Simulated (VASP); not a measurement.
A convergence study with VASP on MgTe (zinc blende): one setting is varied, all else stays as given below, so the limit is that of these other settings.

```xyz
2
Lattice="0.0000 3.2100 3.2100 3.2100 0.0000 3.2100 3.2100 3.2100 0.0000" Properties=species:S:1:pos:R:3 pbc="T T T"
Mg     0.0000     0.0000     0.0000
Te     1.6050     1.6050     1.6050
```

Calculation: PBE GGA, VASP's PBE PAW potentials (set 64) (plane waves; VASP). The tightest run used: 550 eV cut-off, 12×12×12 Monkhorst-Pack mesh, Gaussian smearing of 0.050 eV, potentials Mg Te.

The reference is 12×12×12 mesh, which took about 70 core-seconds. The timings are rough (shared machines, no repeats); factors under 2 mean little.

Of the settings 1×1×1 mesh; 2×2×2 mesh; 3×3×3 mesh; 4×4×4 mesh; 5×5×5 mesh; 6×6×6 mesh; 7×7×7 mesh; 8×8×8 mesh; 9×9×9 mesh; 10×10×10 mesh; 11×11×11 mesh; 12×12×12 mesh, which is the lowest that keeps the difference from the reference in E (eV/atom) within 0.005 from there on, and what does it cost?

4×4×4 mesh; its cost over the reference is about 1/10.
| setting | difference in E (eV/atom) | cost over the reference |
|---|---|---|
| 1×1×1 mesh | 4.2100 | about 1/20 |
| 2×2×2 mesh | 0.0136 | about 1/20 |
| 3×3×3 mesh | 0.0749 | about 1/10 |
| 4×4×4 mesh | 0.0000 | about 1/10 |
| 5×5×5 mesh | 0.0034 | about 1/10 |
| 6×6×6 mesh | 0.0000 | about 1/5 |
| 7×7×7 mesh | 0.0002 | about 1/6 |
| 8×8×8 mesh | 0.0000 | about 1/3 |
| 9×9×9 mesh | 0.0000 | about 1/4 |
| 10×10×10 mesh | 0.0000 | within a factor of 2 |
| 11×11×11 mesh | 0.0000 | about 1/3 |
| 12×12×12 mesh | 0.0000 | reference |

Left out are rungs that failed or repeat a setting and relaxations that didn't move; long series are thinned to 24 rows.

The compound is MgTe in the zinc blende structure, whereas wurtzite is the usual form. The cell was not relaxed at this level.
